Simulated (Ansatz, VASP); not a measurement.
## NaGeBr3 in two plane-wave programs

Wanted: the spread between two codes on one cell, functional and k mesh. The cell is invented: As first built, before any earlier steps moved the atoms (in the runner's words): it takes the TlGeBr3 structure with some of its atoms replaced by other elements, volume scaled by an estimate. It may not be a known or stable phase. The cell is taken from a series of VASP runs on this material, whose earlier steps may have relaxed, scaled or displaced it; both programs get it as it stands.

Calculated with Ansatz 0.2.0; plane waves, with VASP 6.6.1 beside it; relaxation of cell and atoms at LDA.

### Step 1. The starting structure

The structure is monoclinic, space group Cm (No. 8). Conventional cell: a = 7.476 Å, b = 7.816 Å, c = 5.560 Å, α = 90.00°, β = 99.51°, γ = 90.00°. Nearest to Br lie 2 Ge at 2.62 to 2.81 Å and 2 Na at 2.93 to 3.02 Å. Br has 2 Ge at 2.47 to 3.15 Å and 1 Na at 3.04 Å nearest. Nearest to Ge lie 6 Br at 2.47 to 3.15 Å. Na has 5 Br at 2.93 to 3.04 Å nearest. As first built, before any earlier steps moved the atoms (in the runner's words): sites of the TlGeBr3 structure (space group 8) filled with other elements, volume scaled by an estimate. Farther neighbours and most contacts between anions are not listed.

Coordinates:

```xyz
5
Lattice="3.7378 -3.9078 0.0000 3.7378 3.9078 0.0000 -0.9183 0.0000 5.4838" Properties=species:S:1:pos:R:3 pbc="T T T"
Br    1.4595   -1.8328    2.3191
Br    3.3264    0.0000    5.0475
Br    1.4595    1.8328    2.3191
Ge    3.3167    0.0000    2.5740
Na    6.8671    0.0000    1.1070
```

### Step 2. VASP: relaxation of cell and atoms, LDA

The relaxed volume is the usual yardstick between codes: its relative difference is about their pressure difference at one cell divided by the bulk modulus.

Lines of VASP's logs that name or quote its potential files are left out, and so is its time.

The input, INCAR:

```
SYSTEM = NaGeBr3
PREC = Accurate
ENCUT = 410
EDIFF = 1E-06
NELM = 100
ISMEAR = 0
SIGMA = 0.05
LREAL = .FALSE.
ALGO = Normal
GGA = CA
NBANDS = 27
LORBIT = 11
LWAVE = .FALSE.
LCHARG = .FALSE.
KPAR = 2
IBRION = 2
NSW = 60
ISIF = 3
EDIFFG = -0.01
```

The input, POSCAR:

```
NaGeBr3
1.0
    3.7378004300     -3.9077506500      0.0000000000
    3.7378004300      3.9077506500      0.0000000000
   -0.9182885900      0.0000000000      5.4837516300
Br Ge Na
3 1 1
Direct
    0.4816872710      0.0126779440      0.4229094410
    0.5580296690      0.5580296690      0.9204421460
    0.0126779440      0.4816872710      0.4229094410
    0.5013286400      0.5013286400      0.4693783070
    0.9434004980      0.9434004980      0.2018712170
```

The input, KPOINTS:

```
Automatic mesh
0
Gamma
5 5 5
0 0 0
```

PAW data sets: Br, Ge_d and Na_pv (LDA family, release 64).

Started as:

```sh
> mpirun -np 2 vasp_std
```

Numbers of over 12 decimals in the logs are rounded to 6 here.

What it wrote:

```text
[banner, memory and clock lines left out]
running    2 mpi-ranks, on    1 nodes
 distrk:  each k-point on    1 cores,    2 groups
 distr:  one band on    1 cores,    1 groups

 POSCAR found type information on POSCAR BrGeNa
 POSCAR found :  3 types and       5 ions
 LDA part: xc-table for (Slater(with rela. corr.)+CA(PZ))
 , standard interpolation
 POSCAR, INCAR and KPOINTS ok, starting setup
 FFT: planning ... GRIDC
 FFT: planning ... GRID_SOFT
 FFT: planning ... GRID
 WAVECAR not read
 entering main loop
       N       E                     dE             d eps       ncg     rms          rms(c)
DAV:   1     0.365674809415E+03    0.36567E+03   -0.17651E+04  2458   0.182E+03
DAV:   2     0.351017831168E+02   -0.33057E+03   -0.32015E+03  2411   0.493E+02
DAV:   3    -0.154634291425E+02   -0.50565E+02   -0.50231E+02  2423   0.148E+02
DAV:   4    -0.177040637589E+02   -0.22406E+01   -0.22345E+01  2678   0.383E+01
DAV:   5    -0.177497915474E+02   -0.45728E-01   -0.45706E-01  2575   0.532E+00    0.623E+00
DAV:   6    -0.174246879598E+02    0.32510E+00   -0.54063E-01  2841   0.477E+00    0.378E+00
DAV:   7    -0.173846046007E+02    0.40083E-01   -0.21251E-01  2876   0.232E+00    0.118E+00
DAV:   8    -0.173835878897E+02    0.10167E-02   -0.26711E-02  2431   0.131E+00    0.149E-01
DAV:   9    -0.173840924002E+02   -0.50451E-03   -0.18070E-03  2433   0.406E-01    0.722E-02
DAV:  10    -0.173847611551E+02   -0.66875E-03   -0.53202E-04  2277   0.146E-01    0.453E-02
DAV:  11    -0.173849006531E+02   -0.13950E-03   -0.11568E-04  2417   0.900E-02    0.113E-02
DAV:  12    -0.173849082250E+02   -0.75719E-05   -0.15629E-05  2455   0.236E-02    0.545E-03
DAV:  13    -0.173849106318E+02   -0.24068E-05   -0.21451E-06  2015   0.845E-03    0.175E-03
DAV:  14    -0.173849106657E+02   -0.33871E-07   -0.21887E-07  1904   0.496E-03
   1 F= -.17384911E+02 E0= -.17384911E+02  d E =-.173849E+02
 curvature:   0.00 expect dE= 0.000E+00 dE for cont linesearch  0.000E+00
 trial: gam= 0.00000 g(F)=  0.444E-05 g(S)=  0.123E-04 ort = 0.000E+00 (trialstep = 0.100E+01)
 search vector abs. value=  0.168E-04
 reached required accuracy - stopping structural energy minimisation
```

OUTCAR, selected parts (step 2):

```text
ion  position               nearest neighbor table
   1  0.482  0.013  0.423-   4 2.62   4 2.81
   2  0.558  0.558  0.920-   4 2.47
   3  0.013  0.482  0.423-   4 2.62   4 2.81
   4  0.501  0.501  0.469-   2 2.47   1 2.62   3 2.62   1 2.81   3 2.81
   5  0.943  0.943  0.202-

  LATTYP: Found a base centered monoclinic cell.
 ALAT       =     7.4756008600
 B/A-ratio  =     1.0454679759
 C/A-ratio  =     0.7437671896
 COS(beta)  =    -0.1651566506

 Subroutine GETGRP returns: Found  2 space group operations
 (whereof  2 operations were pure point group operations)

The static configuration has the point symmetry C_1h.

 Found     39 irreducible k-points:

   k-points           NKPTS =     39   k-points in BZ     NKDIM =     39   number of bands    NBANDS=     27

   dimension x,y,z NGX =    36 NGY =   36 NGZ =   40
   dimension x,y,z NGXF=    72 NGYF=   72 NGZF=   80

   ENCUT  =  410.0 eV  30.13 Ry    5.49 a.u.   8.93  8.93  9.18*2*pi/ulx,y,z

   NELECT =      42.0000    total number of electrons

 k-points in reciprocal lattice and weights: Automatic mesh
   0.00000000  0.00000000  0.00000000       0.008
   0.20000000 -0.00000000 -0.00000000       0.032
   0.40000000 -0.00000000  0.00000000       0.032
   0.20000000  0.20000000  0.00000000       0.016
   0.40000000  0.20000000 -0.00000000       0.032
  -0.40000000  0.20000000 -0.00000000       0.032
  -0.20000000  0.20000000  0.00000000       0.016
   0.40000000  0.40000000  0.00000000       0.016
  -0.40000000  0.40000000  0.00000000       0.016
[...]
-0.20000000 -0.40000000  0.40000000       0.032
  -0.20000000 -0.20000000  0.40000000       0.016

 average (electrostatic) potential at core
       1 -70.7036       2 -70.4731       3 -70.7036       4 -79.2676       5 -47.3704

 E-fermi :   0.9156

 k-point     1 :       0.0000    0.0000    0.0000
  band No.  band energies     occupation
    ...
     17      -1.5850      2.00000
     18      -1.5501      2.00000
     19      -1.4195      2.00000
     20      -1.0445      2.00000
     21      -0.8314      2.00000
     22       3.2848      0.00000
     23       5.3001      0.00000
     24       5.8081      0.00000
     25       5.8914      0.00000
     26       6.4800      0.00000
    ...

 k-point     2 :       0.2000   -0.0000   -0.0000
  band No.  band energies     occupation
    ...
     17      -1.7347      2.00000
     18      -1.5067      2.00000
     19      -1.4274      2.00000
     20      -1.1376      2.00000
     21      -0.8593      2.00000
     22       3.7133      0.00000
     23       5.1164      0.00000
     24       5.4706      0.00000
     25       6.0997      0.00000
     26       6.3570      0.00000
    ...

 k-point     3 :       0.4000   -0.0000    0.0000
  band No.  band energies     occupation
    ...
     17      -1.8838      2.00000
     18      -1.5619      2.00000
     19      -1.4388      2.00000
     20      -0.9566      2.00000
     21      -0.5037      2.00000
     22       3.3142      0.00000
     23       4.7098      0.00000
     24       5.4067      0.00000
     25       5.8859      0.00000
     26       6.2676      0.00000
    ...

  Total        0.0230535      0.0250238     -0.0105714      0.0000000      0.0000000      0.0018919
  in kB        0.2305669      0.2502722     -0.1057286      0.0000000      0.0000000      0.0189221
  external PRESSURE =       0.1250368 kB  Pullay stress =       0.0000000 kB

  energy-cutoff  :      410.00
  volume of cell :      160.20
      direct lattice vectors                 reciprocal lattice vectors
     3.737800430 -3.907750650  0.000000000     0.133768512 -0.127950846  0.022400376
     3.737800430  3.907750650  0.000000000     0.133768512  0.127950846  0.022400376
    -0.918288590  0.000000000  5.483751630     0.000000000  0.000000000  0.182356910

 POSITION                                       TOTAL-FORCE (eV/Angst)
 -----------------------------------------------------------------------------------
      1.45949     -1.83277      2.31913        -0.002674     -0.000565      0.000219
      3.32638      0.00000      5.04748         0.004282      0.000000      0.003611
      1.45949      1.83277      2.31913        -0.002674      0.000565      0.000219
      3.31671      0.00000      2.57395         0.002992      0.000000     -0.005539
      6.86711      0.00000      1.10701        -0.001925      0.000000      0.001490
 -----------------------------------------------------------------------------------
    total drift:                               -0.002047     -0.000000     -0.000687

  FREE ENERGIE OF THE ION-ELECTRON SYSTEM (eV)
  ---------------------------------------------------
  free  energy   TOTEN  =       -17.3849106657 eV

  energy  without entropy=      -17.3849106657  energy(sigma->0) =      -17.38491067

 reached required accuracy - stopping structural energy minimisation

 total charge
# of ion       s       p       d       tot
------------------------------------------
    1        1.618   3.232   0.018   4.867
    2        1.617   3.225   0.016   4.859
    3        1.618   3.232   0.018   4.867
    4        1.372   0.714  10.039  12.125
    5        0.039   5.970   0.000   6.009
--------------------------------------------------
tot          6.264  16.372  10.091  32.727

[... 3 further parts left out ...]
```

CONTCAR:

```
NaGeBr3
   1.00000000000000
     3.7378004300000001   -3.9077506500000001    0.0000000000000000
     3.7378004300000001    3.9077506500000001    0.0000000000000000
    -0.9182885900000000    0.0000000000000000    5.4837516300000004
  Br              Ge              Na
     3     1     1
Direct
     0.4816872709999984    0.0126779440000035    0.4229094410000016
     0.5580296689999997    0.5580296689999997    0.9204421459999992
     0.0126779440000035    0.4816872709999984    0.4229094410000016
     0.5013286399999970    0.5013286399999970    0.4693783069999995
     0.9434004980000026    0.9434004980000026    0.2018712169999972
```

The run keeps the 2 symmetry operations of its start, so it cannot find a distortion of lower symmetry.

[end of part 1 of 2]

[Lines on the potential files, build, host, timing and source positions are cut from VASP's logs without a mark.]

[Logs are printed without paths, hosts, clocks, repeated set-up lines and the standing remarks that a program may print on its own settings, such as how far it seeks lower states.]

[Hosts, paths, dates, database ids (printed as entryN), source tags and the programs' standing remarks are cut or masked in the printed files.]
